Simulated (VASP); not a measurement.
Given:

```yaml
crystal:
  lattice:
    - [2.72696, 0.00000, 0.00000]
    - [0.00000, 2.72696, 0.00000]
    - [0.00000, 0.00000, 3.76132]
  atoms:
    - { symbol: Fe, position: [0.00000, 0.00000, 0.00000], spin: 2.9 }
    - { symbol: Pt, position: [0.50000, 0.50000, 0.50000], spin: 0.3 }
```

These are optB88-vdW, VASP's PBE PAW potentials (set 64) (plane waves; VASP 6.6.1) values and carry that method's errors. Settings: 520 eV cut-off, Gaussian smearing of 0.050 eV, potentials Fe Pt.

Unless said otherwise, spin-orbit coupling is left out, though it shifts the bands of the heavy elements here.

Problem. What does the run give for the cell moment, band gap (along the path) with the smallest direct gap where there is one?

Solution. 
| Quantity | Result |
|---|---|
| band gap (along the path) | none (metal, semimetal or under 0.01 eV) |
| cell moment | 3.20 μB |

Total energies compare only between runs with the same potentials, cut-off and functional.

The compound is FePt in the L1_0 structure. It was relaxed first.
